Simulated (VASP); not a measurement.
KNbC: relaxation of cell and atoms with PBEsol

The system is KNbC.

```
K Nb C
1.0
     4.93742    0.00000    0.00000
     0.00000    4.93742    0.00000
     0.00000    0.00000    5.27387
K Nb C
1 1 1
Direct
  0.50000 0.50000 0.00000
  0.00000 0.00000 0.00000
  0.50000 0.50000 0.50000
```

The cell was built by a generator and needn't be a form met in nature.

- Program: VASP 6.6.1
- Task: relaxation of cell and atoms
- Functional: PBEsol
- Potentials or basis: VASP PAW PBE potentials, release 64 (K_sv, Nb_sv, C)
- Cutoff: 600 eV
- k mesh: 6 × 6 × 5
- Occupations: fermi-dirac, width 0.05 eV
- Spin: no spin polarisation
- Target pressure: 20 GPa
- Further INCAR settings: ALGO = Normal; EDIFF = 1e-07; IBRION = 2; EDIFFG = -0.02; NSW = 40; ISIF = 3
- Target pressure: 20 GPa

```
Relaxed volume                                         : 15.55 Å³/atom
Relaxed cell                                           : a = 3.406 Å, b = 3.406 Å, c = 4.021 Å, α = 90.00°, β = 90.00°, γ = 90.00°
Space group after relaxing (to 0.05 Å)                 : P4/mmm (No. 123)
Energy change on relaxing (the enthalpy is what falls) : -164.3 meV/atom
Ionic steps                                            : 9
Pressure after relaxing                                : 19.9 GPa
Band gap on the k mesh                                 : none (metal or under the smearing width)
```

Stress tensor (GPa, compression positive):
```
19.87  0.00  0.00
 0.00 19.87  0.00
 0.00  0.00 19.98
```

The path:
```
step  energy change (eV)  largest force (eV/Å)  pressure (GPa)  volume (Å³)
   1              0.0000                0.0000           -3.84       128.57
   2              0.3772                0.0000           29.06        42.67
   3             -0.1955                0.0000           20.29        46.41
   4             -0.2271                0.0000           24.68        44.82
   5             -0.2914                0.0000           23.58        45.17
   6             -0.5638                0.0000           18.57        47.25
   7             -0.4845                0.0000           20.09        46.59
   8             -0.4880                0.0000           19.99        46.62
   9             -0.4928                0.0000           19.91        46.66
```

Final structure:
```
CELL_PARAMETERS angstrom
3.40637 0.00000 0.00000
0.00000 3.40637 0.00000
0.00000 0.00000 4.02096
ATOMIC_POSITIONS crystal
K 0.50000 0.50000 0.00000
Nb 0.00000 0.00000 0.00000
C 0.50000 0.50000 0.50000
```

Levels at points of the mesh, in eV from the Fermi level:
| k point | band 9 | band 10 | band 11 | band 12 | band 13 | band 14 | band 15 | band 16 | band 17 |
| --- | --- | --- | --- | --- | --- | --- | --- | --- | --- |
| (0.00, 0.00, 0.00) | -9.82 | -4.17 | -1.61 | -1.22 | 0.07 | 0.20 | 0.20 | 0.54 | 0.54 |
| (0.50, 0.00, 0.00) | -9.06 | -3.45 | -0.09 | -0.07 | 0.84 | 0.91 | 2.07 | 2.15 | 3.79 |
| (0.50, 0.50, 0.00) | -8.52 | -1.62 | -1.62 | -1.53 | -1.53 | -0.61 | 0.01 | 1.31 | 1.95 |

Run time: 5.2 min on 1 thread of Intel(R) Xeon(R) 6975P-C (Granite Rapids) (shared host), peak memory 0.34 GiB.

Caveat: the cell is relaxed towards a set pressure, so the enthalpy falls and the energy may rise; the volume moved by over 15 % at a fixed basis, so the end points are rough; the PAW data sets were made with another functional, which shifts forces and pressure a little.
